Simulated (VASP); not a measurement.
Input:

```
LaB6
1.0
    4.02220     0.00000     0.00000
    0.00000     4.02220     0.00000
    0.00000     0.00000     4.02220
La B
1 6
Direct
  0.00000   0.00000   0.00000
  0.80139   0.50000   0.50000
  0.50000   0.19861   0.50000
  0.50000   0.80139   0.50000
  0.19861   0.50000   0.50000
  0.50000   0.50000   0.80139
  0.50000   0.50000   0.19861
```

Level of theory: PBE GGA, VASP's PBE PAW potentials (set 64) (plane waves; VASP 6.6.1). Numerical set-up: 620 eV cut-off, 8×8×8 Γ-centred mesh, first-order Methfessel-Paxton smearing of 0.10 eV, potentials La B.

Energy and stress use the plane-wave basis of the starting cell.

### Question
The ions, cell shape and volume at an external pressure of 30.0 GPa are relaxed. Predict the relaxed structure.

### Answer

```
LaB6
1.0
    3.97142     0.00000     0.00000
    0.00000     3.97142     0.00000
    0.00000     0.00000     3.97142
La B
1 6
Direct
  0.00000   0.00000   0.00000
  0.80177   0.50000   0.50000
  0.50000   0.19823   0.50000
  0.50000   0.80177   0.50000
  0.19823   0.50000   0.50000
  0.50000   0.50000   0.80177
  0.50000   0.50000   0.19823
```
Space group Pm-3m (221), at a tolerance of 0.03 Å.

### Question
How do energy and volume change from the first to the last step?

### Answer
The energy (σ→0) changes by +54.2 meV/atom and the volume by -3.7 %, in 6 ionic steps.

```json
[
 {"step": "1", "E(σ→0) (eV)": "-48.6728", "max force (eV/Å)": "0.001", "pressure (GPa)": "20.12", "volume (Å³)": "65.07"},
 {"step": "2", "E(σ→0) (eV)": "-47.6429", "max force (eV/Å)": "0.317", "pressure (GPa)": "44.17", "volume (Å³)": "59.82"},
 {"step": "3", "E(σ→0) (eV)": "-48.3052", "max force (eV/Å)": "0.134", "pressure (GPa)": "29.90", "volume (Å³)": "62.70"},
 {"step": "4", "E(σ→0) (eV)": "-48.2964", "max force (eV/Å)": "0.137", "pressure (GPa)": "30.10", "volume (Å³)": "62.66"},
 {"step": "5", "E(σ→0) (eV)": "-48.2777", "max force (eV/Å)": "0.395", "pressure (GPa)": "30.15", "volume (Å³)": "62.58"},
 {"step": "6", "E(σ→0) (eV)": "-48.2934", "max force (eV/Å)": "0.002", "pressure (GPa)": "30.11", "volume (Å³)": "62.64"}
]
```

The compound is LaB6 in the cab6 structure. This run relaxes it under an external pressure of 30 GPa. Symmetry was kept, so distortions that lower it aren't found. The electron count is odd and the run is not spin-polarised, which forces a metal.
